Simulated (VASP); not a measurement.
# MnBi2Te4: cell size and functional

Which functional gives which lattice for MnBi2Te4? The starting structure is a measured crystal structure from the Crystallography Open Database. The first relaxation on each setting starts from this cell expanded by 3 % in volume.

Program: VASP 6.6.1. Level of theory: Kohn-Sham DFT with plane waves and PAW; PBEsol, LDA, PBE, PBEsol + D3(BJ) and r2SCAN. Results are calculated unless marked as measured.

## 1. Starting point

The structure is trigonal, space group R-3m (No. 166). The conventional cell has a = 4.334 Å, b = 4.334 Å, c = 40.910 Å, α = 90.00°, β = 90.00°, γ = 120.00°. Nearest to Bi lie 6 Te at 3.03 to 3.30 Å. Nearest to Te lie 3 Mn at 2.97 Å and 3 Bi at 3.30 Å. Nearest to Te lie 3 Bi at 3.03 Å. Nearest to Mn lie 6 Te at 2.97 Å. Farther neighbours and most contacts between anions are not listed.

As a file:

```cif
data_structure
_symmetry_space_group_name_H-M 'R-3m:H'
_symmetry_Int_Tables_number 166
_cell_length_a 4.3337
_cell_length_b 4.3337
_cell_length_c 40.9103
_cell_angle_alpha 90.000
_cell_angle_beta 90.000
_cell_angle_gamma 120.000
_cell_volume 665.40
loop_
_atom_site_label
_atom_site_type_symbol
_atom_site_symmetry_multiplicity
_atom_site_Wyckoff_symbol
_atom_site_fract_x
_atom_site_fract_y
_atom_site_fract_z
_atom_site_occupancy
Bi1 Bi 6 c 0.33333 0.66667 0.24177 1
Te1 Te 6 c 0.66667 0.33333 0.03893 1
Te2 Te 6 c 0.66667 0.33333 0.20003 1
Mn1 Mn 3 a 0.00000 0.00000 0.00000 1
```

## 2. Relaxation with PBEsol

PBEsol restores the gradient expansion of exchange and is tuned for the cells of solids. This run starts from the cell of an earlier relaxation, which isn't shown; the restart sets up the plane waves anew.

Contents of INCAR:

```
SYSTEM = MnBi2Te4
PREC = Accurate
ENCUT = 450
EDIFF = 1E-06
NELM = 100
ISMEAR = 0
SIGMA = 0.03
LREAL = .FALSE.
ALGO = Normal
GGA = PS
NBANDS = 48
ISPIN = 2
MAGMOM = 0 0 0 0 0 0 4
LASPH = .TRUE.
LMAXMIX = 4
LORBIT = 11
LWAVE = .FALSE.
LCHARG = .FALSE.
KPAR = 8
IBRION = 2
NSW = 50
ISIF = 3
EDIFFG = -0.006
```

Contents of POSCAR:

```
MnBi2Te4
1.0
   -4.2763989858      0.0000000000      0.0000000000
    2.1381994928     -3.7034701584      0.0000000000
    2.1381994928      1.2344900528     13.4483410549
Bi Te Mn
2 4 1
Direct
    0.1540426303      0.5770213152      0.7310639455
    0.8459573697      0.4229786848      0.2689360545
    0.4069282743      0.7034641372      0.1103924115
    0.5930717257      0.2965358628      0.8896075885
    0.7333478203      0.8666739102      0.6000217305
    0.2666521797      0.1333260898      0.3999782695
    0.0000000000      0.0000000000      0.0000000000
```

Contents of KPOINTS:

```
Automatic mesh
0
Gamma
6 6 6
0 0 0
```

PAW data sets: Bi_d, Te and Mn_pv (PBE family, release 64).

Run with:

```console
$ mpirun -np 8 vasp_std
```

Output:

```text
[banner, memory and clock lines left out]
running    8 mpi-ranks, on    1 nodes
 distrk:  each k-point on    1 cores,    8 groups
 distr:  one band on    1 cores,    1 groups

 POSCAR found type information on POSCAR BiTeMn
 POSCAR found :  3 types and       7 ions
|                                                                             |
|           W    W    AA    RRRRR   N    N  II  N    N   GGGG   !!!           |
|           W    W   A  A   R    R  NN   N  II  NN   N  G    G  !!!           |
|           W    W  A    A  R    R  N N  N  II  N N  N  G       !!!           |
|           W WW W  AAAAAA  RRRRR   N  N N  II  N  N N  G  GGG   !            |
|           WW  WW  A    A  R   R   N   NN  II  N   NN  G    G                |
|           W    W  A    A  R    R  N    N  II  N    N   GGGG   !!!           |
|                                                                             |
|     For optimal performance we recommend to set                             |
|       NCORE = 2 up to number-of-cores-per-socket                            |
|     NCORE specifies how many cores store one orbital (NPAR=cpu/NCORE).      |
|     This setting can greatly improve the performance of VASP for DFT.       |
|     The default, NCORE=1 might be grossly inefficient on modern             |
|     multi-core architectures or massively parallel machines. Do your        |
|     Unfortunately you need to use the default for GW and RPA                |
|     calculations (for HF NCORE is supported but not extensively tested      |
|     yet).                                                                   |
|                                                                             |

|                                                                             |
|               ----> ADVICE to this user running VASP <----                  |
|                                                                             |
|     You enforced a specific xc type in the INCAR file but a different       |
|     [... a line on the potential file left out ...]
|     I HOPE YOU KNOW WHAT YOU ARE DOING!                                     |
|                                                                             |

 LDA part: xc-table for (Slater+PW92), standard interpolation
 POSCAR, INCAR and KPOINTS ok, starting setup
 FFT: planning ... GRIDC
 FFT: planning ... GRID_SOFT
 FFT: planning ... GRID
 WAVECAR not read
 entering main loop
       N       E                     dE             d eps       ncg     rms          rms(c)
DAV:   1     0.613242094836E+03    0.61324E+03   -0.28635E+04  6648   0.123E+03
DAV:   2     0.342378674283E+02   -0.57900E+03   -0.55433E+03  6208   0.351E+02
DAV:   3    -0.313125856226E+02   -0.65550E+02   -0.62923E+02  7640   0.131E+02
DAV:   4    -0.344365402720E+02   -0.31240E+01   -0.31038E+01  7200   0.297E+01
DAV:   5    -0.345740639657E+02   -0.13752E+00   -0.13751E+00  8592   0.643E+00    0.135E+01
DAV:   6    -0.353038033364E+02   -0.72974E+00   -0.14082E+01  6776   0.240E+01    0.271E+01
DAV:   7    -0.333738980465E+02    0.19299E+01   -0.12694E+01  7176   0.239E+01    0.885E+00
DAV:   8    -0.335533484083E+02   -0.17945E+00   -0.85654E-01  6920   0.365E+00    0.514E+00
DAV:   9    -0.333893625798E+02    0.16399E+00   -0.31479E-01  6976   0.428E+00    0.185E+00
DAV:  10    -0.333745701235E+02    0.14792E-01   -0.10970E-01  7432   0.161E+00    0.104E+00
DAV:  11    -0.333767988945E+02   -0.22288E-02   -0.16408E-02  7672   0.610E-01    0.616E-01
DAV:  12    -0.333798033836E+02   -0.30045E-02   -0.22910E-03  7376   0.263E-01    0.357E-01
DAV:  13    -0.333815718041E+02   -0.17684E-02   -0.91067E-04  7000   0.129E-01    0.123E-01
DAV:  14    -0.333822522703E+02   -0.68047E-03   -0.27368E-04  7200   0.786E-02    0.723E-02
DAV:  15    -0.333824675942E+02   -0.21532E-03   -0.10130E-04  7232   0.466E-02    0.548E-02
DAV:  16    -0.333825237812E+02   -0.56187E-04   -0.37955E-05  6872   0.281E-02    0.393E-02
DAV:  17    -0.333825225150E+02    0.12661E-05   -0.19608E-05  7408   0.388E-02    0.154E-02
DAV:  18    -0.333825238956E+02   -0.13806E-05   -0.11975E-05  6904   0.203E-02    0.760E-03
DAV:  19    -0.333825250278E+02   -0.11321E-05   -0.29957E-06  5816   0.858E-03    0.505E-03
DAV:  20    -0.333825249404E+02    0.87329E-07   -0.21474E-07  3824   0.372E-03
   1 F= -.33382525E+02 E0= -.33382525E+02  d E =-.333825E+02  mag=     5.0006
 curvature:   0.00 expect dE= 0.000E+00 dE for cont linesearch  0.000E+00
 trial: gam= 0.00000 g(F)=  0.307E-05 g(S)=  0.424E-05 ort = 0.000E+00 (trialstep = 0.100E+01)
 search vector abs. value=  0.731E-05
 reached required accuracy - stopping structural energy minimisation
```

Wall time 71 s (8 MPI ranks of Intel Xeon 6975P-C (Granite Rapids), shared host); peak memory 4.8 GiB.

Lines that name or quote the potential files are left out of all logs, and their timing lines are given in words.

Parts of OUTCAR (step 2):

```text
ion  position               nearest neighbor table
   1  0.154  0.577  0.731-   5 3.03   5 3.03   5 3.03   4 3.26   4 3.26   4 3.26
   2  0.846  0.423  0.269-   6 3.03   6 3.03   6 3.03   3 3.26   3 3.26   3 3.26
   3  0.407  0.703  0.110-   7 2.88   7 2.88   7 2.88   2 3.26   2 3.26   2 3.26
   4  0.593  0.297  0.890-   7 2.88   7 2.88   7 2.88   1 3.26   1 3.26   1 3.26
   5  0.733  0.867  0.600-   1 3.03   1 3.03   1 3.03   6 3.65   6 3.65   6 3.65
   6  0.267  0.133  0.400-   2 3.03   2 3.03   2 3.03   5 3.65   5 3.65   5 3.65
   7  0.000  0.000  0.000-   3 2.88   4 2.88   3 2.88   4 2.88   4 2.88   3 2.88

  LATTYP: Found a trigonal (rhomboedric) cell.
 ALAT       =    13.6731027894
 COS(alpha) =     0.9510906059

 Subroutine GETGRP returns: Found 12 space group operations
 (whereof 12 operations were pure point group operations)

The static configuration has the point symmetry D_3d.

 Found     32 irreducible k-points:

   k-points           NKPTS =     32   k-points in BZ     NKDIM =     32   number of bands    NBANDS=     48

   dimension x,y,z NGX =    30 NGY =   30 NGZ =   96
   dimension x,y,z NGXF=    60 NGYF=   60 NGZF=  192

   ENCUT  =  450.0 eV  33.07 Ry    5.75 a.u.   7.40  7.40 23.65*2*pi/ulx,y,z

   NELECT =      67.0000    total number of electrons

 k-points in reciprocal lattice and weights: Automatic mesh
   0.00000000  0.00000000  0.00000000       0.005
   0.16666667  0.00000000  0.00000000       0.028
   0.33333333  0.00000000  0.00000000       0.028
   0.50000000 -0.00000000  0.00000000       0.014
   0.00000000  0.16666667 -0.00000000       0.028
   0.16666667  0.16666667  0.00000000       0.056
   0.33333333  0.16666667 -0.00000000       0.056
   0.00000000  0.33333333 -0.00000000       0.028
   0.16666667  0.33333333  0.00000000       0.056
[...]
0.16666667  0.16666667  0.33333333       0.028
   0.00000000  0.00000000  0.50000000       0.005

 average (electrostatic) potential at core
       1-104.6083       2-104.6083       3 -87.5189       4 -87.5189       5 -87.7807
       6 -87.7807       7 -68.3005

 E-fermi :   6.7944

 spin component 1
 k-point     1 :       0.0000    0.0000    0.0000
  band No.  band energies     occupation
    ...
     32       5.6538      1.00000
     33       5.6538      1.00000
     34       6.2400      1.00000
     35       6.2400      1.00000
     36       6.6116      1.00000
     37       7.1129      0.00000
     38       7.8952      0.00000
     39       7.8952      0.00000
     40       7.9553      0.00000
     41       7.9553      0.00000
    ...

 k-point     2 :       0.1667    0.0000    0.0000
  band No.  band energies     occupation
    ...
     32       5.4577      1.00000
     33       5.4635      1.00000
     34       5.7746      1.00000
     35       6.2306      1.00000
     36       6.2856      1.00000
     37       7.3256      0.00000
     38       8.0525      0.00000
     39       8.2434      0.00000
     40       8.5048      0.00000
     41       8.5504      0.00000
    ...

 k-point     3 :       0.3333    0.0000    0.0000
  band No.  band energies     occupation
    ...
     32       4.1005      1.00000
     33       4.8211      1.00000
     34       5.4501      1.00000
     35       5.9996      1.00000
     36       6.2198      1.00000
     37       7.5667      0.00000
     38       7.8554      0.00000
     39       8.1841      0.00000
     40       8.5380      0.00000
     41       9.1057      0.00000
    ...

 k-point     4 :       0.5000   -0.0000    0.0000
  band No.  band energies     occupation
    ...
     32       4.2962      1.00000
     33       4.4378      1.00000
     34       4.6355      1.00000
     35       5.6669      1.00000
     36       6.3275      1.00000
     37       7.4732      0.00000
     38       7.6067      0.00000
     39       7.8802      0.00000
     40       8.6588      0.00000
     41       9.2932      0.00000
    ...

 k-point     5 :       0.0000    0.1667   -0.0000
  band No.  band energies     occupation
    ...
     32       5.3607      1.00000
     33       5.3807      1.00000
     34       5.4669      1.00000
     35       6.3305      1.00000
     36       6.4190      1.00000
     37       7.6254      0.00000
     38       7.9208      0.00000
     39       8.1207      0.00000
     40       8.2907      0.00000
     41       8.6501      0.00000
    ...

 k-point     6 :       0.1667    0.1667    0.0000
  band No.  band energies     occupation
    ...
     32       4.5958      1.00000
     33       4.7309      1.00000
     34       5.6281      1.00000
     35       6.1130      1.00000
     36       6.3368      1.00000
     37       7.6051      0.00000
     38       8.0574      0.00000
     39       8.4181      0.00000
     40       8.6493      0.00000
     41       9.1150      0.00000
    ...

  Total        0.0094638      0.0094638      0.0208660      0.0000000     -0.0000000     -0.0000000
  in kB        0.0711901      0.0711901      0.1569616      0.0000000     -0.0000000     -0.0000000
  external PRESSURE =       0.0997806 kB  Pullay stress =       0.0000000 kB

  energy-cutoff  :      450.00
  volume of cell :      212.99
      direct lattice vectors                 reciprocal lattice vectors
    -4.276398986  0.000000000  0.000000000    -0.233841604 -0.135008513  0.049572409
     2.138199493 -3.703470158  0.000000000     0.000000000 -0.270017027  0.024786205
     2.138199493  1.234490053 13.448341055     0.000000000  0.000000000  0.074358614

 POSITION                                       TOTAL-FORCE (eV/Angst)
 -----------------------------------------------------------------------------------
      2.13820     -1.23449      9.83160         0.000000     -0.000000     -0.005023
     -2.13820     -1.23449      3.61674        -0.000000     -0.000000      0.005023
      0.00000     -2.46898      1.48459         0.000000      0.000000     -0.000019
     -0.00000      0.00000     11.96375        -0.000000      0.000000      0.000019
      0.00000     -2.46898      8.06930        -0.000000      0.000000      0.002571
     -0.00000      0.00000      5.37904         0.000000     -0.000000     -0.002571
      0.00000      0.00000      0.00000        -0.000000     -0.000000      0.000000
 -----------------------------------------------------------------------------------
    total drift:                               -0.000000     -0.000000      0.000000

  FREE ENERGIE OF THE ION-ELECTRON SYSTEM (eV)
  ---------------------------------------------------
  free  energy   TOTEN  =       -33.3825249404 eV

  energy  without entropy=      -33.3825249404  energy(sigma->0) =      -33.38252494

 reached required accuracy - stopping structural energy minimisation

 total charge
# of ion       s       p       d       tot
------------------------------------------
    1        1.589   1.155   9.949  12.692
    2        1.589   1.155   9.949  12.692
    3        1.374   1.997   0.030   3.402
    4        1.374   1.997   0.030   3.402
    5        1.408   1.911   0.028   3.346
    6        1.408   1.911   0.028   3.346
    7        0.242   6.166   4.932  11.340
--------------------------------------------------
tot          8.984  16.291  24.945  50.220

 magnetization (x)
# of ion       s       p       d       tot
------------------------------------------
    1        0.006   0.039   0.003   0.048
    2        0.006   0.039   0.003   0.048
    3        0.013   0.012   0.008   0.033
    4        0.013   0.012   0.008   0.033
    5        0.003   0.044   0.001   0.049
    6        0.003   0.044   0.001   0.049
    7        0.044   0.034   4.079   4.157
--------------------------------------------------
tot          0.087   0.225   4.104   4.415

[... 6 further parts left out ...]
```

The cell holds one magnetic atom, so no antiferromagnetic order fits into it. Experiment finds antiferromagnetic order in this phase (below 24.5 K, arxiv:2002.07390), so this ferromagnetic run describes another state. The PAW data sets were made with PBE, which is usual practice but a small mismatch for other functionals. The run keeps the 12 symmetry operations of its start, so it cannot find a distortion of lower symmetry.

With PBEsol the relaxed cell holds 30.427 Å³ an atom, -3.97 % against the measured cell, with a = 4.276 Å and c = 40.345 Å.

## 3. Relaxation with LDA

LDA, the lowest rung, knows the local density alone. This run starts from the cell of an earlier relaxation, which isn't shown; the restart sets up the plane waves anew.

Changes to INCAR since step 2:

```diff
@@ -9,3 +9,3 @@
 ALGO = Normal
-GGA = PS
+GGA = CA
 NBANDS = 48
```

Contents of POSCAR:

```
MnBi2Te4
1.0
   -4.2322524829      0.0000000000      0.0000000000
    2.1161262414     -3.6652381654      0.0000000000
    2.1161262414      1.2217460551     13.2973888356
Bi Te Mn
2 4 1
Direct
    0.1536125046      0.5768062523      0.7304187569
    0.8463874954      0.4231937477      0.2695812431
    0.4061931889      0.7030965944      0.1092897833
    0.5938068111      0.2969034056      0.8907102167
    0.7316272632      0.8658136316      0.5974408948
    0.2683727368      0.1341863684      0.4025591052
    0.0000000000      0.0000000000      0.0000000000
```

KPOINTS is that of step 2.

The projector-augmented-wave data sets are Bi_d, Te and Mn_pv (LDA family, release 64).

Run with:

```console
$ mpirun -np 8 vasp_std
```

Output:

```text
[banner, memory and clock lines left out]
running    8 mpi-ranks, on    1 nodes
[...]
[... a notice as in an earlier step ...]

 LDA part: xc-table for (Slater(with rela. corr.)+CA(PZ))
 , standard interpolation
 POSCAR, INCAR and KPOINTS ok, starting setup
[...]
entering main loop
       N       E                     dE             d eps       ncg     rms          rms(c)
DAV:   1     0.623798184462E+03    0.62380E+03   -0.28525E+04  6648   0.124E+03
DAV:   2     0.340427718187E+02   -0.58976E+03   -0.56561E+03  6248   0.356E+02
DAV:   3    -0.325587014435E+02   -0.66601E+02   -0.63683E+02  7584   0.133E+02
DAV:   4    -0.358193925272E+02   -0.32607E+01   -0.32360E+01  7192   0.304E+01
[...]
DAV:  18    -0.347969848789E+02   -0.53997E-05   -0.29757E-05  6280   0.223E-02    0.146E-02
DAV:  19    -0.347969863866E+02   -0.15077E-05   -0.28427E-06  5832   0.111E-02    0.119E-02
DAV:  20    -0.347969863433E+02    0.43366E-07   -0.11201E-06  4576   0.715E-03
   1 F= -.34796986E+02 E0= -.34796794E+02  d E =-.347970E+02  mag=     4.9911
[...]
reached required accuracy - stopping structural energy minimisation
```

Elapsed: 99 s, on 8 MPI ranks; peak memory 4.1 GiB; 11 min of CPU time.

Parts of OUTCAR (step 3):

```text
  Total       -0.0336180     -0.0336180     -0.0233755     -0.0000000      0.0000000      0.0000000
  in kB       -0.2611215     -0.2611215     -0.1815648     -0.0000000      0.0000000      0.0000000
  external PRESSURE =      -0.2346026 kB  Pullay stress =       0.0000000 kB

 POSITION                                       TOTAL-FORCE (eV/Angst)
 -----------------------------------------------------------------------------------
      2.11613     -1.22175      9.71266        -0.000000     -0.000000      0.005811
     -2.11613     -1.22175      3.58473         0.000000      0.000000     -0.005811
     -0.00000     -2.44349      1.45327        -0.000000     -0.000000      0.000255
      0.00000     -0.00000     11.84412         0.000000      0.000000     -0.000255
     -0.00000     -2.44349      7.94440         0.000000      0.000000     -0.000938
     -0.00000     -0.00000      5.35298        -0.000000     -0.000000      0.000938
      0.00000      0.00000      0.00000        -0.000000     -0.000000     -0.000000
 -----------------------------------------------------------------------------------
    total drift:                                0.000000     -0.000000      0.000000

  FREE ENERGIE OF THE ION-ELECTRON SYSTEM (eV)
  ---------------------------------------------------
  free  energy   TOTEN  =       -34.7969863433 eV

  energy  without entropy=      -34.7966026321  energy(sigma->0) =      -34.79679449

 magnetization (x)
# of ion       s       p       d       tot
------------------------------------------
    1        0.007   0.046   0.004   0.057
    2        0.007   0.046   0.004   0.057
    3        0.014   0.029   0.009   0.053
    4        0.014   0.029   0.009   0.053
    5        0.004   0.052   0.002   0.057
    6        0.004   0.052   0.002   0.057
    7        0.037   0.030   3.963   4.030
--------------------------------------------------
tot          0.087   0.284   3.993   4.364

[... 2 parts as in an earlier step ...]

[... 2 further parts left out ...]
[key lines of the parts left out:]
E-fermi :   7.0180
```

With LDA the relaxed cell holds 29.467 Å³ an atom, -7.00 % against the measured cell, with a = 4.232 Å and c = 39.892 Å. That is -3.15 % from PBEsol.

(Part 1 of 2 ends here.)

[Lines on the potential files, build, host, timing and source positions are cut from VASP's logs without a mark.]

[Logs are printed without paths, hosts, clocks, repeated set-up lines and the standing remarks that a program may print on its own settings, such as how far it seeks lower states.]

[Hosts, paths, dates, database ids (printed as entryN), source tags and the programs' standing remarks are cut or masked in the printed files.]
